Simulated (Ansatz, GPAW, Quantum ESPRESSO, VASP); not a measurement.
One structure in several programs: RbP2Ru2 (P1, 5 atoms in the cell)

Self-consistent single point, at a second geometry (atoms moved at random). First geometry:

```
CELL_PARAMETERS angstrom
     -2.01581     2.01581     6.60592
      2.01581    -2.01581     6.60592
      2.01581     2.01581    -6.60592
ATOMIC_POSITIONS crystal
  Rb 0.00000 0.00000 0.00000
  P  0.33349 0.33349 0.00000
  P  0.66651 0.66651 0.00000
  Ru 0.75000 0.25000 0.50000
  Ru 0.25000 0.75000 0.50000
```

Second geometry:
```
Rb(PRu)2
1.0
   -2.01581     2.01581     6.60592
    2.01581    -2.01581     6.60592
    2.01581     2.01581    -6.60592
Rb P Ru
1 2 2
Direct
  0.99766   0.01758   0.00776
  0.33122   0.34440   0.00855
  0.66392   0.64093   0.96989
  0.74156   0.27082   0.51298
  0.26564   0.72627   0.50082
```

Shared settings, as Ansatz (an electronic-structure program) writes them: kpoints.mp_grid.grid = 7 7 7; scf.occupations.method = fermi_dirac; scf.occupations.width = 0.1 eV. Potentials and cutoffs stand in the table.

```
code                                                                      model  ΔF from the first geometry (meV/atom)  pressure (GPa)  largest force (eV/Å)   cutoff
----------------  -------------------------------------------------------------  -------------------------------------  --------------  --------------------  -------
GPAW              LDA (Perdew-Wang 92), GPAW PAW datasets LDA (gpaw-data 1.0.1)                                  104.6           -0.85                 3.864   600 eV
VASP                               LDA (PZ), VASP's LDA PAW potentials (set 64)                                  105.6           -1.08                 3.912   300 eV
Quantum ESPRESSO            LDA (PZ), GBRV 1.5 ultrasoft (LDA) pseudopotentials                                  105.0           -0.92                 3.882    40 Ry
Ansatz                                      LDA (PW92), PAW files made with PBE                                  104.5           -1.00                 3.869  default
```

Size of the force on each atom (eV/Å): Sizes of forces hide their directions.

```tsv
code	Rb1	P2	P3	Ru4	Ru5
GPAW	0.170	1.059	2.805	3.864	3.362
VASP	0.171	1.064	2.812	3.912	3.410
Quantum ESPRESSO	0.167	1.062	2.775	3.882	3.393
Ansatz	0.168	1.056	2.753	3.869	3.382
```

On Ansatz's run: spin polarisation is off; with an odd number of electrons in the cell that forces a metal, and a magnetic state may lie lower.

The spread over the programs that give each value: ΔF from the first geometry within 1.1 meV/atom; pressure within 0.23 GPa; largest force within 0.048 eV/Å.

Ansatz's pressure is given at a fixed set of plane waves, as the other plane-wave codes print theirs; with its correction for the finite basis it is -0.92 GPa. The same LDA comes in different parametrisations, which differ slightly.

VASP's run is marked for a possible Pulay error in its stress at this cutoff; no cutoff test was made.

The starting cell comes from a database of computed structures (which also holds hypothetical and non-ambient phases and stackings), without a prior relaxation at this level. For this run, on top of that: atoms moved at random.

Left out of this page: CP2K and SIESTA (not drawn, or without a comparable value).

Keys are those of Ansatz 0.2.
